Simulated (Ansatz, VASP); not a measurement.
# Cross-check of Sr2AlSbO6 between VASP and Ansatz

One calculation is typed for both programs; each brings its own data sets. How far apart do they land? The cell is taken from a series of runs on this material, whose earlier steps may have relaxed, scaled, displaced or heated it; both programs get it as it stands.

Program: Ansatz 0.2.0. Level of theory: plane waves, with VASP 6.6.1 beside it; dielectric response at LDA. Results are calculated unless marked as measured.

### 1. The structure

Symmetry: Fm-3m, No. 225, cubic system. The conventional cell has a = 7.857 Å, b = 7.857 Å, c = 7.857 Å, α = 90.00°, β = 90.00°, γ = 90.00°. Nearest to Sr lie 12 O at 2.78 Å. Nearest to Al lie 6 O at 1.93 Å. Nearest to Sb lie 6 O at 2.00 Å. Nearest to O lie 1 Al at 1.93 Å and 1 Sb at 2.00 Å and 4 Sr at 2.78 Å. Farther neighbours and most contacts between anions are not listed.

Coordinates:

```
Sr Al Sb O
1.0
     0.00000    3.92864    3.92864
     3.92864    0.00000    3.92864
     3.92864    3.92864    0.00000
Sr Al Sb O
2 1 1 6
Direct
  0.25000 0.25000 0.25000
  0.75000 0.75000 0.75000
  0.00000 0.00000 0.00000
  0.50000 0.50000 0.50000
  0.75392 0.24608 0.24608
  0.24608 0.75392 0.75392
  0.24608 0.75392 0.24608
  0.75392 0.24608 0.75392
  0.24608 0.24608 0.75392
  0.75392 0.75392 0.24608
```

### 2. VASP: dielectric response, LDA

The response to a field tests empty states and converges slowly with the mesh.

Lines of VASP's logs that name or quote its potential files are left out, and so is its time.

Input file INCAR:

```
SYSTEM = Sr2AlSbO6
PREC = Accurate
ENCUT = 520
EDIFF = 1E-08
NELM = 120
ISMEAR = 0
SIGMA = 0.01
LREAL = .FALSE.
ALGO = Normal
GGA = CA
NBANDS = 42
LORBIT = 11
LWAVE = .FALSE.
LCHARG = .FALSE.
ISIF = 2
LEPSILON = .TRUE.
LASPH = .TRUE.
GGA_COMPAT = .FALSE.
KPAR = 2
```

Input file POSCAR:

```
Sr2AlSbO6
1.0
    0.0000000000      3.9286380000      3.9286380000
    3.9286380000      0.0000000000      3.9286380000
    3.9286380000      3.9286380000      0.0000000000
Sr Al Sb O
2 1 1 6
Direct
    0.2500000000      0.2500000000      0.2500000000
    0.7500000000      0.7500000000      0.7500000000
    0.0000000000      0.0000000000      0.0000000000
    0.5000000000      0.5000000000      0.5000000000
    0.7539170000      0.2460830000      0.2460830000
    0.2460830000      0.7539170000      0.7539170000
    0.2460830000      0.7539170000      0.2460830000
    0.7539170000      0.2460830000      0.7539170000
    0.2460830000      0.2460830000      0.7539170000
    0.7539170000      0.7539170000      0.2460830000
```

Input file KPOINTS:

```
Automatic mesh
0
Gamma
6 6 6
0 0 0
```

Potentials, in the order of the species: Sr_sv, Al, Sb and O (LDA family, release 64).

On the command line:

```
mpirun -np 2 vasp_std
```

Numbers of over 12 decimals in the logs are rounded to 6 here.

Output:

```text
[banner, memory and clock lines left out]
running    2 mpi-ranks, on    1 nodes
 distrk:  each k-point on    1 cores,    2 groups
 distr:  one band on    1 cores,    1 groups

 POSCAR found type information on POSCAR SrAlSbO
 POSCAR found :  4 types and      10 ions
 LDA part: xc-table for (Slater(with rela. corr.)+CA(PZ))
 , standard interpolation
 POSCAR, INCAR and KPOINTS ok, starting setup
 FFT: planning ... GRIDC
 FFT: planning ... GRID_SOFT
 FFT: planning ... GRID
 WAVECAR not read
 entering main loop
       N       E                     dE             d eps       ncg     rms          rms(c)
DAV:   1     0.424985215588E+03    0.42499E+03   -0.32393E+04  1344   0.145E+03
DAV:   2    -0.517893138226E+02   -0.47677E+03   -0.45977E+03  1746   0.333E+02
DAV:   3    -0.820351878687E+02   -0.30246E+02   -0.30042E+02  1830   0.879E+01
DAV:   4    -0.830554769610E+02   -0.10203E+01   -0.10181E+01  2054   0.128E+01
DAV:   5    -0.830919682244E+02   -0.36491E-01   -0.36487E-01  1874   0.192E+00    0.262E+01
DAV:   6    -0.740196017908E+02    0.90724E+01   -0.40729E+01  1528   0.273E+01    0.218E+01
DAV:   7    -0.739060122207E+02    0.11359E+00   -0.21846E+00  1710   0.660E+00    0.116E+01
DAV:   8    -0.737803101390E+02    0.12570E+00   -0.24823E-01  1602   0.292E+00    0.238E+00
DAV:   9    -0.737678333448E+02    0.12477E-01   -0.37960E-02  2044   0.858E-01    0.282E-01
DAV:  10    -0.737679291884E+02   -0.95844E-04   -0.33654E-03  1902   0.253E-01    0.128E-01
DAV:  11    -0.737679598242E+02   -0.30636E-04   -0.17738E-04  1750   0.645E-02    0.398E-02
DAV:  12    -0.737679589505E+02    0.87374E-06   -0.30290E-05  1636   0.290E-02    0.930E-03
DAV:  13    -0.737679586754E+02    0.27508E-06   -0.44349E-06  1798   0.998E-03    0.264E-03
DAV:  14    -0.737679586955E+02   -0.20025E-07   -0.18785E-07  2140   0.196E-03    0.112E-03
DAV:  15    -0.737679587033E+02   -0.78780E-08   -0.19468E-08  1368   0.612E-04
   1 F= -.73767959E+02 E0= -.73767959E+02  d E =-.189712E-76
 Linear response reoptimize wavefunctions to high precision
DAV:   1    -0.737679587032E+02    0.17735E-09   -0.28748E-09  1116   0.247E-04
DAV:   2    -0.737679587033E+02   -0.16644E-09   -0.53141E-10  1030   0.942E-05
DAV:   3    -0.737679587033E+02    0.50932E-10   -0.23685E-10   990   0.491E-05
 Linear response G [H, r] |phi>, progress :
  Direction:   1
       N       E                     dE             d eps       ncg     rms
RMM:   1    -0.233570218305E+03   -0.23357E+03    0.11557E+03  2887   0.129E+02
RMM:   2    -0.233732911131E+03   -0.16269E+00   -0.36656E+01  2419   0.262E+01
RMM:   3    -0.235042126011E+03   -0.13092E+01   -0.70827E+00  2895   0.750E+00
RMM:   4    -0.235326920115E+03   -0.28479E+00   -0.12137E+00  3168   0.258E+00
RMM:   5    -0.235376488751E+03   -0.49569E-01   -0.22381E-01  3237   0.103E+00
RMM:   6    -0.235385511406E+03   -0.90227E-02   -0.44043E-02  3332   0.437E-01
RMM:   7    -0.235386633708E+03   -0.11223E-02    0.23753E-02  3455   0.202E-01
RMM:   8    -0.235388350590E+03   -0.17169E-02    0.86381E-03  3424   0.927E-02
RMM:   9    -0.235387906237E+03    0.44435E-03    0.20126E-02  3356   0.519E-02
RMM:  10    -0.235388074826E+03   -0.16859E-03    0.20496E-02  3259   0.344E-02
RMM:  11    -0.235388300119E+03   -0.22529E-03    0.15453E-02  3183   0.266E-02
RMM:  12    -0.235388197125E+03    0.10299E-03    0.12390E-02  3138   0.228E-02
RMM:  13    -0.235388370216E+03   -0.17309E-03    0.12581E-02  3081   0.208E-02
RMM:  14    -0.235388171662E+03    0.19855E-03    0.13924E-02  3049   0.197E-02
RMM:  15    -0.235388372233E+03   -0.20057E-03    0.12588E-02  2965   0.191E-02
RMM:  16    -0.235388219184E+03    0.15305E-03    0.13991E-02  2963   0.187E-02
RMM:  17    -0.235388333347E+03   -0.11416E-03    0.13774E-02  2933   0.185E-02
 Linear response G [H, r] |phi>, progress :
  Direction:   2
       N       E                     dE             d eps       ncg     rms
RMM:   1    -0.236560432617E+03   -0.23656E+03    0.11187E+03  2849   0.129E+02
RMM:   2    -0.237941951323E+03   -0.13815E+01   -0.37501E+01  2406   0.264E+01
RMM:   3    -0.239281976455E+03   -0.13400E+01   -0.75820E+00  2895   0.764E+00
RMM:   4    -0.239585530035E+03   -0.30355E+00   -0.13886E+00  3136   0.259E+00
RMM:   5    -0.239635981257E+03   -0.50451E-01   -0.31519E-01  3222   0.105E+00
RMM:   6    -0.239642710817E+03   -0.67296E-02   -0.57030E-02  3330   0.441E-01
RMM:   7    -0.239643885565E+03   -0.11747E-02    0.11857E-03  3432   0.207E-01
RMM:   8    -0.239643458827E+03    0.42674E-03   -0.27345E-02  3453   0.954E-02
RMM:   9    -0.239643574747E+03   -0.11592E-03   -0.62760E-03  3378   0.516E-02
RMM:  10    -0.239643782273E+03   -0.20753E-03   -0.22592E-02  3266   0.331E-02
RMM:  11    -0.239644055239E+03   -0.27297E-03   -0.21290E-02  3199   0.256E-02
RMM:  12    -0.239643721181E+03    0.33406E-03   -0.72054E-03  3136   0.220E-02
RMM:  13    -0.239644138968E+03   -0.41779E-03   -0.10866E-02  3101   0.202E-02
[...]
RMM:   3    -0.116714332188E+01   -0.60207E-02   -0.17871E-02  3114   0.302E-01
RMM:   4    -0.116812155310E+01   -0.97823E-03   -0.25410E-03  3291   0.110E-01
RMM:   5    -0.116824609481E+01   -0.12454E-03   -0.33933E-04  3290   0.396E-02
RMM:   6    -0.116826504293E+01   -0.18948E-04   -0.42791E-05  3365   0.161E-02
RMM:   7    -0.116826831190E+01   -0.32690E-05   -0.35644E-05  3410   0.713E-03
[...]
RMM:   9    -0.896083400510E+00   -0.69734E-07   -0.11684E-06  2983   0.187E-03
RMM:  10    -0.896083416370E+00   -0.15860E-07   -0.15777E-06  2875   0.154E-03
RMM:  11    -0.896083422726E+00   -0.63557E-08   -0.16938E-06  2718   0.140E-03
RMM:  12    -0.896083425743E+00   -0.30176E-08   -0.10460E-06  2596   0.136E-03
RMM:  13    -0.896083427823E+00   -0.20793E-08   -0.95224E-07  2514   0.134E-03
RMM:  14    -0.896083428739E+00   -0.91624E-09   -0.10825E-06  2457   0.132E-03
 change of polarisation eV/A/(eV/A) component  3 :     0.282    -0.379     1.792
 dielectric tensor                  component  3 :     0.421    -0.566     3.674
 Linear response to external field, progress :
  Direction:   1
       N       E                     dE             d eps       ncg     rms          rms(c)
RMM:   1    -0.104355286659E+01   -0.10436E+01   -0.38038E+00  5151   0.384E+00
RMM:   2    -0.109296918801E+01   -0.49416E-01   -0.10119E-01  5083   0.899E-01    0.212E+00
RMM:   3    -0.104553382516E+01    0.47435E-01   -0.17504E-01  4451   0.150E+00    0.125E+00
RMM:   4    -0.104904064688E+01   -0.35068E-02   -0.21286E-02  4657   0.670E-01    0.670E-01
RMM:   5    -0.107280789481E+01   -0.23767E-01   -0.11739E-02  4849   0.462E-01    0.137E-01
RMM:   6    -0.107539169835E+01   -0.25838E-02   -0.39422E-03  5355   0.181E-01    0.614E-02
RMM:   7    -0.107596577031E+01   -0.57407E-03   -0.32485E-04  5512   0.829E-02    0.322E-02
RMM:   8    -0.107669762953E+01   -0.73186E-03   -0.51654E-04  5552   0.374E-02    0.128E-02
RMM:   9    -0.107655711639E+01    0.14051E-03    0.54424E-05  5649   0.207E-02    0.586E-03
RMM:  10    -0.107659619136E+01   -0.39075E-04    0.77408E-05  6006   0.888E-03    0.245E-03
RMM:  11    -0.107661912647E+01   -0.22935E-04    0.53480E-05  6093   0.380E-03    0.108E-03
RMM:  12    -0.107660211363E+01    0.17013E-04    0.90922E-05  6061   0.213E-03    0.735E-04
RMM:  13    -0.107660364361E+01   -0.15300E-05    0.70940E-05  6169   0.145E-03    0.372E-04
RMM:  14    -0.107660580007E+01   -0.21565E-05    0.80614E-05  5942   0.122E-03    0.191E-04
RMM:  15    -0.107660498210E+01    0.81797E-06    0.72208E-05  5807   0.112E-03    0.723E-05
RMM:  16    -0.107660510423E+01   -0.12212E-06    0.73232E-05  5501   0.109E-03    0.417E-05
RMM:  17    -0.107660539158E+01   -0.28735E-06    0.74182E-05  5309   0.107E-03    0.106E-05
RMM:  18    -0.107660527320E+01    0.11838E-06    0.73171E-05  5035   0.106E-03    0.141E-05
RMM:  19    -0.107660529023E+01   -0.17030E-07    0.74207E-05  4985   0.106E-03    0.902E-06
 change of polarisation eV/A/(eV/A) component  1 :     2.037     0.373     0.144
 dielectric tensor                  component  1 :     4.040     0.556     0.214
 Linear response to external field, progress :
  Direction:   2
       N       E                     dE             d eps       ncg     rms          rms(c)
RMM:   1    -0.104317238674E+01   -0.10432E+01   -0.38000E+00  5176   0.385E+00
RMM:   2    -0.109296920831E+01   -0.49797E-01   -0.10049E-01  5102   0.908E-01    0.212E+00
RMM:   3    -0.104548352509E+01    0.47486E-01   -0.17470E-01  4456   0.151E+00    0.125E+00
RMM:   4    -0.104902138913E+01   -0.35379E-02   -0.21081E-02  4673   0.670E-01    0.669E-01
RMM:   5    -0.107281940946E+01   -0.23798E-01   -0.11814E-02  4883   0.463E-01    0.137E-01
RMM:   6    -0.107539144287E+01   -0.25720E-02   -0.39301E-03  5384   0.183E-01    0.621E-02
RMM:   7    -0.107598834720E+01   -0.59690E-03   -0.45992E-04  5533   0.843E-02    0.324E-02
RMM:   8    -0.107670920934E+01   -0.72086E-03   -0.23380E-04  5622   0.370E-02    0.112E-02
RMM:   9    -0.107657849502E+01    0.13071E-03    0.52349E-05  5731   0.192E-02    0.607E-03
RMM:  10    -0.107661514518E+01   -0.36650E-04    0.46300E-05  6057   0.849E-03    0.200E-03
RMM:  11    -0.107663249134E+01   -0.17346E-04    0.78134E-05  6151   0.362E-03    0.932E-04
RMM:  12    -0.107661745484E+01    0.15036E-04    0.72718E-05  6125   0.206E-03    0.840E-04
RMM:  13    -0.107661900281E+01   -0.15480E-05    0.82228E-05  6121   0.143E-03    0.334E-04
RMM:  14    -0.107662055321E+01   -0.15504E-05    0.75669E-05  6091   0.121E-03    0.581E-05
RMM:  15    -0.107661975970E+01    0.79351E-06    0.78041E-05  5785   0.111E-03    0.125E-04
RMM:  16    -0.107662019039E+01   -0.43069E-06    0.74172E-05  5457   0.108E-03    0.530E-05
RMM:  17    -0.107662045842E+01   -0.26803E-06    0.76406E-05  5291   0.107E-03    0.626E-06
 change of polarisation eV/A/(eV/A) component  2 :     0.263     2.037    -0.153
 dielectric tensor                  component  2 :     0.392     4.040    -0.229
 Linear response to external field, progress :
  Direction:   3
       N       E                     dE             d eps       ncg     rms          rms(c)
RMM:   1    -0.104323623793E+01   -0.10432E+01   -0.38007E+00  5174   0.385E+00
RMM:   2    -0.109293873520E+01   -0.49702E-01   -0.10027E-01  5090   0.907E-01    0.212E+00
RMM:   3    -0.104378607772E+01    0.49153E-01   -0.15714E-01  4446   0.150E+00    0.125E+00
RMM:   4    -0.104887142999E+01   -0.50854E-02   -0.19769E-02  4671   0.671E-01    0.670E-01
RMM:   5    -0.107276516201E+01   -0.23894E-01   -0.11176E-02  4876   0.463E-01    0.137E-01
RMM:   6    -0.107532185945E+01   -0.25567E-02   -0.29768E-03  5387   0.183E-01    0.617E-02
RMM:   7    -0.107610839426E+01   -0.78653E-03   -0.12487E-03  5524   0.841E-02    0.324E-02
RMM:   8    -0.107675202715E+01   -0.64363E-03   -0.47706E-04  5610   0.370E-02    0.111E-02
RMM:   9    -0.107663972004E+01    0.11231E-03   -0.22505E-04  5719   0.190E-02    0.602E-03
RMM:  10    -0.107666221943E+01   -0.22499E-04   -0.23669E-05  6061   0.844E-03    0.229E-03
RMM:  11    -0.107669067615E+01   -0.28457E-04   -0.12341E-04  6100   0.372E-03    0.131E-03
RMM:  12    -0.107666689730E+01    0.23779E-04   -0.34264E-05  6078   0.222E-03    0.920E-04
RMM:  13    -0.107666798782E+01   -0.10905E-05   -0.36528E-05  6154   0.155E-03    0.379E-04
RMM:  14    -0.107666885130E+01   -0.86349E-06   -0.34259E-05  6092   0.130E-03    0.616E-05
RMM:  15    -0.107666734081E+01    0.15105E-05   -0.21791E-05  5822   0.120E-03    0.133E-04
RMM:  16    -0.107666766136E+01   -0.32056E-06   -0.21537E-05  5504   0.116E-03    0.595E-05
RMM:  17    -0.107666788685E+01   -0.22548E-06   -0.20360E-05  5302   0.115E-03    0.672E-06
 change of polarisation eV/A/(eV/A) component  3 :     0.001     0.056     2.037
 dielectric tensor                  component  3 :     0.001     0.084     4.040
 Born effective charges drift removed
```

From OUTCAR (step 2):

```text
ion  position               nearest neighbor table
   1  0.250  0.250  0.250-   5 2.78   8 2.78  10 2.78   6 2.78   7 2.78  10 2.78   6 2.78   8 2.78
                             9 2.78   5 2.78   7 2.78   9 2.78   3 3.40   4 3.40   3 3.40   3 3.40
   2  0.750  0.750  0.750-   6 2.78   8 2.78  10 2.78   5 2.78   7 2.78  10 2.78   5 2.78   8 2.78
                             9 2.78   6 2.78   7 2.78   9 2.78   3 3.40   4 3.40   4 3.40   3 3.40
   3  0.000  0.000  0.000-   5 1.93   6 1.93   7 1.93   8 1.93   9 1.93  10 1.93   2 3.40   2 3.40
                             1 3.40   2 3.40   2 3.40   1 3.40   1 3.40   1 3.40
   4  0.500  0.500  0.500-   5 2.00   6 2.00   7 2.00   8 2.00   9 2.00  10 2.00   1 3.40   1 3.40
                             1 3.40   2 3.40   1 3.40   2 3.40   2 3.40   2 3.40
   5  0.754  0.246  0.246-   3 1.93   4 2.00   1 2.78   2 2.78   2 2.78   1 2.78
   6  0.246  0.754  0.754-   3 1.93   4 2.00   2 2.78   2 2.78   1 2.78   1 2.78
   7  0.246  0.754  0.246-   3 1.93   4 2.00   1 2.78   2 2.78   2 2.78   1 2.78
   8  0.754  0.246  0.754-   3 1.93   4 2.00   2 2.78   2 2.78   1 2.78   1 2.78
   9  0.246  0.246  0.754-   3 1.93   4 2.00   1 2.78   2 2.78   2 2.78   1 2.78
  10  0.754  0.754  0.246-   3 1.93   4 2.00   2 2.78   2 2.78   1 2.78   1 2.78

  LATTYP: Found a face centered cubic cell.
 ALAT       =     7.8572760000

 Subroutine GETGRP returns: Found 48 space group operations
 (whereof 48 operations were pure point group operations)

The static configuration has the point symmetry O_h .

 Found     16 irreducible k-points:

   k-points           NKPTS =     16   k-points in BZ     NKDIM =     16   number of bands    NBANDS=     42

   dimension x,y,z NGX =    42 NGY =   42 NGZ =   42
   dimension x,y,z NGXF=    84 NGYF=   84 NGZF=   84

   ENCUT  =  520.0 eV  38.22 Ry    6.18 a.u.  10.33 10.33 10.33*2*pi/ulx,y,z

   NELECT =      64.0000    total number of electrons

 k-points in reciprocal lattice and weights: Automatic mesh
   0.00000000  0.00000000  0.00000000       0.005
   0.16666667  0.00000000  0.00000000       0.037
   0.33333333  0.00000000  0.00000000       0.037
   0.50000000  0.00000000  0.00000000       0.019
   0.16666667  0.16666667  0.00000000       0.028
   0.33333333  0.16666667  0.00000000       0.111
   0.50000000  0.16666667  0.00000000       0.111
  -0.33333333  0.16666667  0.00000000       0.111
  -0.16666667  0.16666667  0.00000000       0.056
[...]
-0.33333333  0.33333333  0.16666667       0.111
  -0.33333333  0.50000000  0.16666667       0.056

 average (electrostatic) potential at core
       1 -33.8271       2 -33.8271       3 -72.2388       4 -88.9066       5 -70.1317
       6 -70.1317       7 -70.1317       8 -70.1317       9 -70.1317      10 -70.1317

  Total       -7.3608144     -7.3608144     -7.3608144      0.0000000      0.0000000      0.0000000
  in kB      -97.2479411    -97.2479411    -97.2479411      0.0000000      0.0000000      0.0000000
  external PRESSURE =     -97.2479411 kB  Pullay stress =       0.0000000 kB

  energy-cutoff  :      520.00
  volume of cell :      121.27
      direct lattice vectors                 reciprocal lattice vectors
     0.000000000  3.928638000  3.928638000    -0.127270571  0.127270571  0.127270571
     3.928638000  0.000000000  3.928638000     0.127270571 -0.127270571  0.127270571
     3.928638000  3.928638000  0.000000000     0.127270571  0.127270571 -0.127270571

 POSITION                                       TOTAL-FORCE (eV/Angst)
 -----------------------------------------------------------------------------------
      1.96432      1.96432      1.96432         0.000000     -0.000000     -0.000000
      5.89296      5.89296      5.89296         0.000000      0.000000     -0.000000
      0.00000      0.00000      0.00000         0.000000      0.000000     -0.000000
      3.92864      3.92864      3.92864         0.000000      0.000000     -0.000000
      1.93354      3.92864      3.92864         0.065411      0.000000     -0.000000
      5.92373      3.92864      3.92864        -0.065411      0.000000     -0.000000
      3.92864      1.93354      3.92864         0.000000      0.065411     -0.000000
      3.92864      5.92373      3.92864         0.000000     -0.065411     -0.000000
      3.92864      3.92864      1.93354         0.000000      0.000000      0.065411
      3.92864      3.92864      5.92373         0.000000      0.000000     -0.065411
 -----------------------------------------------------------------------------------
    total drift:                                0.000000      0.000000      0.000000

 MACROSCOPIC STATIC DIELECTRIC TENSOR (including local field effects in DFT)
 ------------------------------------------------------
           4.040117    -0.000000     0.000000
          -0.000000     4.040117     0.000000
           0.000000     0.000000     4.040117
 ------------------------------------------------------

 PIEZOELECTRIC TENSOR (including local field effects)  for field in x, y, z        (C/m^2)
          XX          YY          ZZ          XY          YZ          ZX
  --------------------------------------------------------------------------------
  x     0.00000     0.00000     0.00000     0.00000     0.00000     0.00000
  y     0.00000     0.00000     0.00000     0.00000     0.00000     0.00000
  z     0.00000     0.00000     0.00000     0.00000     0.00000     0.00000

 BORN EFFECTIVE CHARGES (including local field effects) (in |e|, cummulative output)
 ---------------------------------------------------------------------------------
 ion    1
    1     2.56247     0.00000     0.00000
    2     0.00000     2.56247    -0.00000
    3    -0.00000    -0.00000     2.56247
 ion    2
    1     2.56247     0.00000     0.00000
    2     0.00000     2.56247    -0.00000
    3    -0.00000    -0.00000     2.56247
 ion    3
    1     3.65252     0.00000     0.00000
    2     0.00000     3.65252    -0.00000
    3    -0.00000    -0.00000     3.65252
 ion    4
    1     4.44348     0.00000     0.00000
    2     0.00000     4.44348    -0.00000
    3    -0.00000    -0.00000     4.44348
 ion    5
    1    -3.06986     0.00000     0.00000
    2     0.00000    -1.77030     0.00000
    3     0.00000    -0.00000    -1.77030
 ion    6
    1    -3.06986     0.00000     0.00000
    2    -0.00000    -1.77030    -0.00000
    3     0.00000    -0.00000    -1.77030
 ion    7
    1    -1.77030     0.00000     0.00000
    2     0.00000    -3.06986    -0.00000
    3     0.00000     0.00000    -1.77030
 ion    8
    1    -1.77030    -0.00000     0.00000
    2     0.00000    -3.06986    -0.00000
    3    -0.00000     0.00000    -1.77030
 ion    9
    1    -1.77030     0.00000    -0.00000
    2    -0.00000    -1.77030    -0.00000
    3    -0.00000    -0.00000    -3.06986
 ion   10
    1    -1.77030     0.00000    -0.00000
    2    -0.00000    -1.77030     0.00000
    3    -0.00000    -0.00000    -3.06986
```

The dielectric response converges more slowly with the mesh than energies do, so tensor and charges may still move on a finer one.

[end of part 1 of 2]

[Lines on the potential files, build, host, timing and source positions are cut from VASP's logs without a mark.]

[Logs are printed without paths, hosts, clocks, repeated set-up lines and the standing remarks that a program may print on its own settings, such as how far it seeks lower states.]

[Hosts, paths, dates, database ids (printed as entryN), source tags and the programs' standing remarks are cut or masked in the printed files.]
